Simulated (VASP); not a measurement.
A convergence study with VASP on HfO2 (fluorite): one setting is varied, all else stays as given below, so the limit is that of these other settings. Each run relaxes cell and ions; the cell shown is the tightest run's result. The basis is that of the starting cell, so low cut-offs carry a Pulay error.

```
CELL_PARAMETERS angstrom
      0.00000     2.53596     2.53596
      2.53596     0.00000     2.53596
      2.53596     2.53596     0.00000
ATOMIC_POSITIONS crystal
  Hf 0.00000 0.00000 0.00000
  O  0.25000 0.25000 0.25000
  O  0.75000 0.75000 0.75000
```

All values below come from PBE GGA, VASP's PBE PAW potentials (set 64) (plane waves; VASP). The tightest run used: 800 eV cut-off, 6×6×6 Γ-centred mesh, Gaussian smearing of 0.050 eV, potentials Hf_pv O.

The reference is ENCUT = 800, which took about 70 core-seconds. Times come from single runs on busy shared machines, so they are rough: good to a factor of about 2.

Question: Of the settings ENCUT = 250; ENCUT = 300; ENCUT = 350; ENCUT = 400; ENCUT = 450; ENCUT = 500; ENCUT = 550; ENCUT = 600; ENCUT = 650; ENCUT = 700; ENCUT = 750; ENCUT = 800, which is the lowest that keeps the difference from the reference in relaxed volume (Å³/atom) within 0.1 from there on, and what does it cost?

Answer: ENCUT = 450; its cost over the reference is within a factor of 2.
```csv
setting,difference in relaxed volume (Å³/atom),cost over the reference
ENCUT = 250,1.843,within a factor of 2
ENCUT = 300,1.085,about 1/3
ENCUT = 350,0.558,within a factor of 2
ENCUT = 400,0.215,about 1/2
ENCUT = 450,0.045,within a factor of 2
ENCUT = 500,0.000,about 1/2
ENCUT = 550,0.001,about 1/2
ENCUT = 600,0.008,within a factor of 2
ENCUT = 650,0.011,within a factor of 2
ENCUT = 700,0.008,within a factor of 2
ENCUT = 750,0.002,within a factor of 2
ENCUT = 800,0.000,reference
```

Left out are rungs that failed or repeat a setting and relaxations that didn't move; long series are thinned to 24 rows.

The compound is HfO2 in the fluorite structure, the high-temperature cubic form, which is unstable at 0 K; the monoclinic form is the stable one.
